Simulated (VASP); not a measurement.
Data:

```yaml
crystal:
  lattice:
    - [0.00000, 2.65459, 2.65459]
    - [2.65459, 0.00000, 2.65459]
    - [2.65459, 2.65459, 0.00000]
  atoms:
    - { symbol: Li, position: [0.00000, 0.00000, 0.00000] }
    - { symbol: Br, position: [0.50000, 0.50000, 0.50000] }
```

These are LDA (Ceperley-Alder, Perdew-Zunger), VASP's LDA PAW potentials (set 64) (plane waves; VASP) values and carry that method's errors. Settings: 520 eV cut-off, Gaussian smearing of 0.050 eV, potentials Li_sv Br.

Question: Give the energies of bands 3 to 8 at the high-symmetry points, in eV from the valence-band maximum.

Answer: 
```json
[
 {"band": "3", "Γ": "-0.01", "X": "-3.49", "U": "-3.03", "L": "-3.42", "W": "-2.63"},
 {"band": "4", "Γ": "-0.01", "X": "-1.40", "U": "-2.24", "L": "-0.33", "W": "-2.63"},
 {"band": "5", "Γ": "-0.01", "X": "-1.40", "U": "-1.07", "L": "-0.33", "W": "-1.38"},
 {"band": "6", "Γ": "5.17", "X": "6.23", "U": "6.49", "L": "5.39", "W": "8.24"},
 {"band": "7", "Γ": "10.42", "X": "6.71", "U": "8.81", "L": "7.89", "W": "8.51"},
 {"band": "8", "Γ": "10.42", "X": "12.26", "U": "10.41", "L": "7.89", "W": "9.55"}
]
```

The gap is indirect, 5.17 eV, from the valence maximum at K-Γ at 0.79 to the conduction minimum at Γ.

Measured: gap 7.60 eV (computed value off by -2.43 eV), as given by Abedi et al., (2022), arXiv:2211.14644.

The compound is LiBr in the rock salt structure. It was relaxed first, which changed the volume by -10 %.
